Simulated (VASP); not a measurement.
CrO₃ (space group Amm2): computed properties

These are LDA (Ceperley-Alder, Perdew-Zunger), VASP's LDA PAW potentials (set 64) (plane waves; VASP 6.6.1) values and carry that method's errors.

```yaml
space_group: Amm2 (38)
cell: a = 3.135 Å, b = 6.196 Å, c = 5.413 Å, α = β = γ = 90.00°
volume_per_atom: 13.14 Å³/atom
band gap (over mesh and band path): 1.03 eV
smallest direct gap (over mesh and band path): 1.90 eV
band_edge_character_without_spin_orbit_coupling: indirect, T-Y at 0.29 to Z
band_gap_with_spin_orbit_coupling: 1.02 eV
density: 3.16 g/cm³
```

```cif
data_Cr2O6
_chemical_formula_sum 'Cr2 O6'
_space_group_name_H-M_alt 'Amm2'
_space_group_IT_number 38
_space_group_name_Hall 'A 2 -2'
_cell_length_a 3.13511
_cell_length_b 6.19582
_cell_length_c 5.41253
_cell_angle_alpha 90.000
_cell_angle_beta 90.000
_cell_angle_gamma 90.000
loop_
_space_group_symop_operation_xyz
  'x, y, z'
  '-x, -y, z'
  '-x, y, z'
  'x, -y, z'
  'x, y+1/2, z+1/2'
  '-x, -y+1/2, z+1/2'
  '-x, y+1/2, z+1/2'
  'x, -y+1/2, z+1/2'
loop_
_atom_site_label
_atom_site_type_symbol
_atom_site_symmetry_multiplicity
_atom_site_Wyckoff_symbol
_atom_site_fract_x
_atom_site_fract_y
_atom_site_fract_z
_atom_site_occupancy
Cr1 Cr 2 a 0.00000 0.00000 0.86083 1
O1 O 2 b 0.50000 0.50000 0.50436 1
O2 O 4 d 0.00000 0.29681 0.18455 1
```
(The calculation used a cell of 4 atoms; values per cell refer to that cell.)

The path is coarsely sampled, so an indirect gap can come out somewhat too large.

The structure comes from a computed database's CrO3 entry (Amm2); how it stands against other phases isn't given here. It was relaxed first, which changed the volume by -18 %. Symmetry was kept, so distortions that lower it aren't found. The run is not spin-polarised, so no magnetic state was tried.
